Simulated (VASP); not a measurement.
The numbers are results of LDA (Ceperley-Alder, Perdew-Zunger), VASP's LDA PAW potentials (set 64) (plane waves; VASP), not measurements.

VASP input:

**KPOINTS**
```
Automatic mesh
0
Gamma
17 17 17
0 0 0
```

INCAR:
```
# general
SYSTEM  = V
PREC    = Accurate
ENCUT   = 520
LREAL   = F
LASPH   = T   # aspherical one-centre terms

# electronic loop
EDIFF   = 1E-7   # SCF stop (eV)
NELM    = 100   # most electronic steps
ALGO    = Normal   # blocked Davidson
LMAXMIX = 4

# smearing
ISMEAR  = 1   # Methfessel-Paxton
SIGMA   = 0.1   # width (eV)

# ions
ISIF    = 2   # forces and stress, cell fixed

# output
LWAVE   = F
LCHARG  = F
```

File POSCAR:
```
V
1
   -1.4486570248     1.4486570248     1.4486570248
    1.4486570248    -1.4486570248     1.4486570248
    1.4486570248     1.4486570248    -1.4486570248
V
1
Direct
  0.0000000000   0.0000000000   0.0000000000
```

POTCAR, in this order: V_sv (LDA.64 set). Program: vasp_std.

The resulting files:

### OUTCAR
```
 ion  position               nearest neighbor table
   1  0.000  0.000  0.000-
  LATTYP: Found a body centered cubic cell.
 ALAT       =     2.8973140496
 Subroutine PRICEL returns:
 Original cell was already a primitive cell.
 Subroutine GETGRP returns: Found 48 space group operations
The static configuration has the point symmetry O_h .
The dynamic configuration has the point symmetry O_h .
 Subroutine INISYM returns: Found 48 space group operations
 Subroutine IBZKPT returns following result:
 Found    165 irreducible k-points:

 Following reciprocal coordinates:
            Coordinates               Weight
  0.000000  0.000000  0.000000      1.000000
  0.058824  0.000000  0.000000     12.000000
  0.117647  0.000000  0.000000     12.000000
  0.176471  0.000000  0.000000     12.000000
  0.235294  0.000000  0.000000     12.000000
  0.294118  0.000000  0.000000     12.000000
  0.352941  0.000000  0.000000     12.000000
  0.411765  0.000000  0.000000     12.000000
  0.470588  0.000000  0.000000     12.000000
  0.058824  0.058824  0.000000     24.000000
  0.117647  0.058824 -0.000000     48.000000
  0.176471  0.058824 -0.000000     48.000000
  0.235294  0.058824 -0.000000     48.000000
  0.294118  0.058824  0.000000     48.000000
  0.352941  0.058824  0.000000     48.000000
  0.411765  0.058824 -0.000000     48.000000
  0.470588  0.058824 -0.000000     24.000000
  0.117647  0.117647  0.000000     24.000000
  0.176471  0.117647  0.000000     48.000000
  0.235294  0.117647  0.000000     48.000000
  0.294118  0.117647  0.000000     48.000000
  0.352941  0.117647 -0.000000     48.000000
  0.411765  0.117647  0.000000     48.000000
  0.176471  0.176471  0.000000     24.000000
  0.235294  0.176471  0.000000     48.000000
...
```

### OSZICAR
```
       N       E                     dE             d eps       ncg     rms          rms(c)
DAV:   1     0.857814429563E+02    0.85781E+02   -0.72868E+03  3300   0.144E+03
DAV:   2    -0.973929397141E+01   -0.95521E+02   -0.93592E+02  3408   0.373E+02
DAV:   3    -0.111865098955E+02   -0.14472E+01   -0.14290E+01  3412   0.546E+01
DAV:   4    -0.111950085361E+02   -0.84986E-02   -0.84949E-02  3352   0.442E+00
DAV:   5    -0.111951112535E+02   -0.10272E-03   -0.10272E-03  3408   0.476E-01    0.215E+01
DAV:   6    -0.997659570542E+01    0.12185E+01   -0.45222E+00  3316   0.328E+01    0.319E+00
DAV:   7    -0.994777772703E+01    0.28818E-01   -0.31522E-02  3334   0.232E+00    0.140E+00
DAV:   8    -0.993762100981E+01    0.10157E-01   -0.79913E-03  3322   0.162E+00    0.750E-02
DAV:   9    -0.993762548797E+01   -0.44782E-05   -0.96860E-05  3314   0.178E-01    0.376E-02
DAV:  10    -0.993763746927E+01   -0.11981E-04   -0.50639E-06  3346   0.288E-02    0.175E-03
DAV:  11    -0.993763741827E+01    0.51004E-07   -0.29434E-07  3254   0.807E-03
   1 F= -.99376374E+01 E0= -.99374635E+01  d E =-.521832E-03
```

### OUTCAR
```
------------------------ aborting loop because EDIFF is reached ----------------------------------------
  FORCE on cell =-STRESS in cart. coord.  units (eV):
  Direction    XX          YY          ZZ          XY          YZ          ZX
  --------------------------------------------------------------------------------------
  Total        0.5392179      0.5392179      0.5392179     -0.0000000      0.0000000      0.0000000
  in kB       71.0424869     71.0424869     71.0424869     -0.0000000      0.0000000      0.0000000
  external PRESSURE =      71.0424869 kB  Pullay stress =       0.0000000 kB
  volume of cell :       12.16
      direct lattice vectors                 reciprocal lattice vectors
    -1.448657025  1.448657025  1.448657025     0.000000000  0.345147258  0.345147258
     1.448657025 -1.448657025  1.448657025     0.345147258  0.000000000  0.345147258
     1.448657025  1.448657025 -1.448657025     0.345147258  0.345147258  0.000000000
 POSITION                                       TOTAL-FORCE (eV/Angst)
 -----------------------------------------------------------------------------------
      0.00000      0.00000      0.00000         0.000000     -0.000000      0.000000
 -----------------------------------------------------------------------------------
    total drift:                                0.000000     -0.000000     -0.000000
  FREE ENERGIE OF THE ION-ELECTRON SYSTEM (eV)
  ---------------------------------------------------
  free  energy   TOTEN  =        -9.9376374183 eV

  energy  without entropy=       -9.9371155863  energy(sigma->0) =       -9.93746347
```
(Selected blocks of OUTCAR.)

**OUTCAR**
```
 val. band max:       10.8110434353   @ k =  -0.4706  -0.4706   0.1765

 cond. band min:      10.8228664225   @ k =   0.1176   0.0588  -0.0000


 Fermi energy:        10.8190455974

 k-point     1 :       0.0000    0.0000    0.0000
  band No.  band energies     occupation
      1     -52.0416      2.00000
      2     -25.5417      2.00000
      3     -25.5417      2.00000
      4     -25.5417      2.00000
      5       4.1195      2.00000
      6      11.2221     -0.00000
      7      11.2221     -0.00000
      8      11.2221     -0.00000
      9      13.4908      0.00000
     10      13.4908      0.00000

 k-point     2 :       0.0588    0.0000    0.0000
  band No.  band energies     occupation
      1     -52.0314      2.00000
      2     -25.5871      2.00000
      3     -25.5552      2.00000
      4     -25.5421      2.00000
      5       4.2742      2.00000
      6      11.1524     -0.00003
      7      11.2080     -0.00000
      8      11.3377     -0.00000
      9      13.4081      0.00000
     10      13.4950      0.00000

 k-point     3 :       0.1176    0.0000    0.0000
  band No.  band energies     occupation
      1     -52.0020      2.00000
      2     -25.7161      2.00000
      3     -25.5937      2.00000
      4     -25.5433      2.00000
      5       4.7206      2.00000
      6      10.9573     -0.06477
      7      11.1415     -0.00005
      8      11.6762     -0.00000
      9      13.2259      0.00000
     10      13.5108      0.00000

 k-point     4 :       0.1765    0.0000    0.0000
  band No.  band energies     occupation
      1     -51.9571      2.00000
      2     -25.9087      2.00000
      3     -25.6516      2.00000
      4     -25.5453      2.00000
      5       5.4010      2.00000
      6      10.6741      2.05970
      7      10.9847     -0.04096
      8      12.2132     -0.00000
      9      13.0931      0.00000
     10      13.5453      0.00000

 k-point     5 :       0.2353    0.0000    0.0000
...
```

The compound is V in the bcc structure. This cell is one point of a volume scan, at 0.97 of the reference volume. The run is not spin-polarised, so no magnetic state was tried.
